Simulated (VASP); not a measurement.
All values below come from PBEsol GGA, VASP's PBE PAW potentials (set 64) (plane waves; VASP 6.6.1).

VASP ran on this input.

POSCAR:
```
RuS
1.0
  3.4855992225   0.0000000000   0.0000000000
 -1.7427996112   3.0186175278   0.0000000000
  0.0000000000   0.0000000000   6.4234670061
Ru S
2 2
Direct
  0.3333330000   0.6666670000   0.0078884989
  0.6666670000   0.3333330000   0.5078884989
  0.3333330000   0.6666670000   0.3671115011
  0.6666670000   0.3333330000   0.8671115011
```

INCAR:
```
ALGO = Normal
EDIFF = 1E-6
EDIFFG = -0.02
ENCUT = 400
GGA = PS
IBRION = 2
ISIF = 3
ISMEAR = 1
LASPH = .True.
LCHARG = .False.
LMAXMIX = 4
LREAL = .False.
LWAVE = .False.
NELM = 100
NSW = 60
PREC = Accurate
SIGMA = 0.1
SYSTEM = RuS
```

**KPOINTS**
```
Automatic
0
gamma
9 9 5
0 0 0
```

POTCAR, in this order: Ru_pv S (PBE.64 set). Program: vasp_std.

Problem. What will the output report for the number of irreducible k-points (NKPTS), number of bands (NBANDS), largest plane-wave count, number of space-group operations, FFT grid (NGX, NGY, NGZ)?

Solution. 
```
Quantity                                      Result
--------------------------------------  ------------
number of irreducible k-points (NKPTS)            36
number of bands (NBANDS)                          24
largest plane-wave count                        1245
number of space-group operations                  12
FFT grid (NGX, NGY, NGZ)                24 × 24 × 42
```

The structure was generated: RuS was put into the wurtzite type (P6_3mc), which need not be its known phase. This run relaxes it. Symmetry was kept, so distortions that lower it aren't found. The start is the result of an earlier pass.
